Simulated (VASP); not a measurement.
Output of a VASP run:

### OUTCAR
```
 ion  position               nearest neighbor table
   1  0.333  0.667  0.250-   2 2.63   2 2.63   2 2.63   2 2.63   2 2.63   2 2.63
   2  0.667  0.333  0.750-   1 2.63   1 2.63   1 2.63   1 2.63   1 2.63   1 2.63
  LATTYP: Found a hexagonal cell.
 ALAT       =     2.6897180197
 C/A-ratio  =     1.5771661755
 Subroutine PRICEL returns:
 Original cell was already a primitive cell.
 Subroutine GETGRP returns: Found 24 space group operations
The static configuration has the point symmetry D_3d.
 The point group associated with its full space group is D_6h.
The dynamic configuration has the point symmetry D_3d.
 Subroutine INISYM returns: Found 24 space group operations
 Subroutine IBZKPT returns following result:
 Found    120 irreducible k-points:

 Following reciprocal coordinates:
            Coordinates               Weight
  0.000000  0.000000  0.000000      1.000000
  0.071429  0.000000  0.000000      6.000000
  0.142857  0.000000  0.000000      6.000000
  0.214286  0.000000  0.000000      6.000000
  0.285714  0.000000  0.000000      6.000000
  0.357143  0.000000  0.000000      6.000000
  0.428571  0.000000  0.000000      6.000000
  0.500000  0.000000  0.000000      3.000000
  0.071429  0.071429  0.000000      6.000000
  0.142857  0.071429  0.000000     12.000000
  0.214286  0.071429  0.000000     12.000000
  0.285714  0.071429  0.000000     12.000000
  0.357143  0.071429  0.000000     12.000000
  0.428571  0.071429  0.000000     12.000000
  0.142857  0.142857  0.000000      6.000000
  0.214286  0.142857  0.000000     12.000000
  0.285714  0.142857  0.000000     12.000000
  0.357143  0.142857  0.000000     12.000000
  0.428571  0.142857  0.000000      6.000000
  0.214286  0.214286  0.000000      6.000000
  0.285714  0.214286  0.000000     12.000000
  0.357143  0.214286  0.000000     12.000000
  0.285714  0.285714  0.000000      6.000000
  0.357143  0.285714  0.000000      6.000000
  0.000000  0.000000  0.125000      2.000000
  0.071429  0.000000  0.125000     12.000000
  0.142857  0.000000  0.125000     12.000000
  0.214286  0.000000  0.125000     12.000000
  0.285714  0.000000  0.125000     12.000000
  0.357143  0.000000  0.125000     12.000000
  0.428571  0.000000  0.125000     12.000000
  0.500000  0.000000  0.125000      6.000000
  0.071429  0.071429  0.125000     12.000000
  0.142857  0.071429  0.125000     24.000000
  0.214286  0.071429  0.125000     24.000000
  0.285714  0.071429  0.125000     24.000000
  0.357143  0.071429  0.125000     24.000000
  0.428571  0.071429  0.125000     24.000000
  0.142857  0.142857  0.125000     12.000000
  0.214286  0.142857  0.125000     24.000000
   k-points           NKPTS =    120   k-points in BZ     NKDIM =    120   number of bands    NBANDS=     18
   number of dos      NEDOS =    301   number of ions     NIONS =      2
   total plane-waves  NPLWV =  12000
   dimension x,y,z NGX =    20 NGY =   20 NGZ =   30
   dimension x,y,z NGXF=    40 NGYF=   40 NGZF=   60
   ions per type =               2
   PREC   = accura    normal or accurate (medium, high low for compatibility)
   ISTART =      0    job   : 0-new  1-cont  2-samecut
   ICHARG =      2    charge: 1-file 2-atom 10-const
   ISPIN  =      1    spin polarized calculation?
   LNONCOLLINEAR =      F non collinear calculations
   LSORBIT =      F    spin-orbit coupling
   INIWAV =      1    electr: 0-lowe 1-rand  2-diag
   ENCUT  =  480.0 eV  35.28 Ry    5.94 a.u.   4.80  4.80  7.58*2*pi/ulx,y,z
   NELM   =    100;   NELMIN=  2; NELMDL= -5     # of ELM steps
   EDIFF  = 0.1E-06   stopping-criterion for ELM
   LREAL  =      F    real-space projection
   NLSPLINE    = F    spline interpolate recip. space projectors
   LMAXMIX     =    4 max onsite mixed and CHGCAR
   VOSKOWN=      0    Vosko Wilk Nusair interpolation
   EDIFFG = 0.1E-05   stopping-criterion for IOM
   NSW    =      0    number of steps for IOM
...
```

OSZICAR:
```
       N       E                     dE             d eps       ncg     rms          rms(c)
DAV:   1     0.271944554001E+03    0.27194E+03   -0.17315E+04  4336   0.164E+03
DAV:   2    -0.155526717270E+02   -0.28750E+03   -0.28192E+03  4550   0.481E+02
DAV:   3    -0.218612042303E+02   -0.63085E+01   -0.61591E+01  4518   0.767E+01
DAV:   4    -0.219232518681E+02   -0.62048E-01   -0.61984E-01  5268   0.682E+00
DAV:   5    -0.219243117525E+02   -0.10599E-02   -0.10598E-02  4694   0.780E-01    0.203E+01
DAV:   6    -0.204546979128E+02    0.14696E+01   -0.38530E+00  4362   0.206E+01    0.517E+00
DAV:   7    -0.203467400091E+02    0.10796E+00   -0.32272E-01  4444   0.536E+00    0.108E+00
DAV:   8    -0.203361863125E+02    0.10554E-01   -0.70227E-03  4432   0.102E+00    0.306E-01
DAV:   9    -0.203355302443E+02    0.65607E-03   -0.10149E-03  5396   0.364E-01    0.410E-02
DAV:  10    -0.203355507018E+02   -0.20458E-04   -0.28512E-05  4914   0.521E-02    0.116E-02
DAV:  11    -0.203355511371E+02   -0.43533E-06   -0.24075E-06  4892   0.146E-02    0.254E-03
DAV:  12    -0.203355510317E+02    0.10542E-06   -0.70242E-08  2680   0.207E-03    0.551E-04
DAV:  13    -0.203355512140E+02   -0.18226E-06   -0.25671E-08  2218   0.161E-03    0.407E-04
DAV:  14    -0.203355512119E+02    0.21219E-08   -0.55997E-09  2192   0.558E-04
   1 F= -.20335551E+02 E0= -.20335066E+02  d E =-.145440E-02
```

File OUTCAR:
```
------------------------ aborting loop because EDIFF is reached ----------------------------------------
  FORCE on cell =-STRESS in cart. coord.  units (eV):
  Direction    XX          YY          ZZ          XY          YZ          ZX
  --------------------------------------------------------------------------------------
  Total        0.1428189      0.1428189      0.1340145      0.0000000     -0.0000000      0.0000000
  in kB        8.6092990      8.6093001      8.0785642      0.0000000     -0.0000000      0.0000000
  external PRESSURE =       8.4323878 kB  Pullay stress =       0.0000000 kB
  volume of cell :       26.58
      direct lattice vectors                 reciprocal lattice vectors
     1.344858944 -2.329364172  0.000000000     0.371786203 -0.214650850  0.000000000
     1.344858944  2.329364172  0.000000000     0.371786203  0.214650850  0.000000000
     0.000000000  0.000000000  4.242132282     0.000000000  0.000000000  0.235730508
 POSITION                                       TOTAL-FORCE (eV/Angst)
 -----------------------------------------------------------------------------------
      1.34486      0.77646      1.06053        -0.000000      0.000000      0.000000
      1.34486     -0.77646      3.18160         0.000000     -0.000000      0.000000
 -----------------------------------------------------------------------------------
    total drift:                               -0.000000      0.000497     -0.000045
  FREE ENERGIE OF THE ION-ELECTRON SYSTEM (eV)
  ---------------------------------------------------
  free  energy   TOTEN  =       -20.3355512119 eV

  energy  without entropy=      -20.3340968089  energy(sigma->0) =      -20.33506641
```
(Selected blocks of OUTCAR.)

**POSCAR**
```
Ru
1
    1.3448589439    -2.3293641721     0.0000000000
    1.3448589439     2.3293641721     0.0000000000
    0.0000000000     0.0000000000     4.2421322823
Ru
2
Direct
  0.3333330000   0.6666670000   0.2500000000
  0.6666670000   0.3333330000   0.7500000000
```

Reconstruct the remaining input files.

Several could match; the one computed here: the input of the run itself, PBEsol GGA, plane waves, VASP's PBE PAW potentials (set 64).

**KPOINTS**
```
Automatic mesh
0
Gamma
14 14 8
0 0 0
```

INCAR:
```
# general
SYSTEM  = Ru
PREC    = Accurate
ENCUT   = 480   # plane-wave cut-off (eV)
LREAL   = F   # projection in real space or not
LASPH   = T   # aspherical one-centre terms

# electronic loop
EDIFF   = 1E-7   # SCF stop (eV)
NELM    = 100   # most electronic steps
ALGO    = Normal
LMAXMIX = 4

# smearing
ISMEAR  = 1
SIGMA   = 0.1

# functional
GGA     = PS

# ions
ISIF    = 2   # forces and stress, cell fixed

# output
LWAVE   = F
LCHARG  = F
```

POTCAR, in this order: Ru_pv (PBE.64 set). Program: vasp_std.

The compound is Ru in the hcp structure. It was relaxed first.
